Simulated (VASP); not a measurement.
Input:

```yaml
crystal:
  lattice:
    - [0.00000, 3.49807, 3.49807]
    - [3.49807, 0.00000, 3.49807]
    - [3.49807, 3.49807, 0.00000]
  atoms:
    - { symbol: Ba, position: [0.00000, 0.00000, 0.00000] }
    - { symbol: Te, position: [0.50000, 0.50000, 0.50000] }
```

These are PBE GGA with D4 dispersion, VASP's PBE PAW potentials (set 64) (plane waves; VASP 6.6.1) values and carry that method's errors. Settings: 520 eV cut-off, 7×7×7 Γ-centred mesh, tetrahedra with Blöchl corrections, potentials Ba_sv Te.

Q: Estimate the energy per atom (σ→0).

A: 
```yaml
energy per atom (σ→0): -4.614 eV/atom
```

The absolute energy has meaning only against runs of the same code, potentials and settings.

The compound is BaTe in the rock salt structure. It was relaxed first.
